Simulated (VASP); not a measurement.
**ZrC: relaxation of cell and atoms with PBE**

ZrC:

```
Zr C
1.0
     0.00000    2.35521    2.35521
     2.35521    0.00000    2.35521
     2.35521    2.35521    0.00000
Zr C
1 1
Direct
  0.50000 0.50000 0.50000
  0.00000 0.00000 0.00000
```

```json
{
  "Program": "VASP 6.6.1",
  "Task": "relaxation of cell and atoms",
  "Functional": "PBE",
  "Potentials or basis": "VASP PAW PBE potentials, release 64 (Zr_sv, C)",
  "Cutoff": "520 eV",
  "k mesh": "16 × 16 × 16",
  "Occupations": "methfessel-paxton, width 0.2 eV",
  "Spin": "no spin polarisation",
  "Further INCAR settings": "ALGO = Normal; EDIFF = 1e-07; IBRION = 2; EDIFFG = -0.002; NSW = 80; ISIF = 3"
}
```

The pressure after relaxing is 0.0 GPa and the band gap on the k mesh is none (metal or under the smearing width).

Final structure:
```
CELL_PARAMETERS angstrom
0.00000 2.35521 2.35521
2.35521 0.00000 2.35521
2.35521 2.35521 0.00000
ATOMIC_POSITIONS crystal
Zr 0.50000 0.50000 0.50000
C 0.00000 0.00000 0.00000
```

Levels at points of the mesh, in eV from the Fermi level:
```tsv
k point	band 4	band 5	band 6	band 7	band 8	band 9	band 10	band 11	band 12
(0.00, 0.00, 0.00)	-25.84	-11.28	0.94	0.94	0.94	1.10	1.10	1.10	2.80
(0.50, 0.00, 0.00)	-25.92	-8.24	-5.27	-2.90	-2.90	4.47	4.47	5.30	6.51
(0.50, 0.50, 0.00)	-26.12	-10.11	-2.06	-1.73	0.06	0.06	4.42	5.62	5.62
```

It took 24 s on 1 thread of Intel(R) Xeon(R) 6975P-C (Granite Rapids), on a shared host, peak memory 0.19 GiB.

Caveat: the relaxation stopped at its first step, so nothing moved.
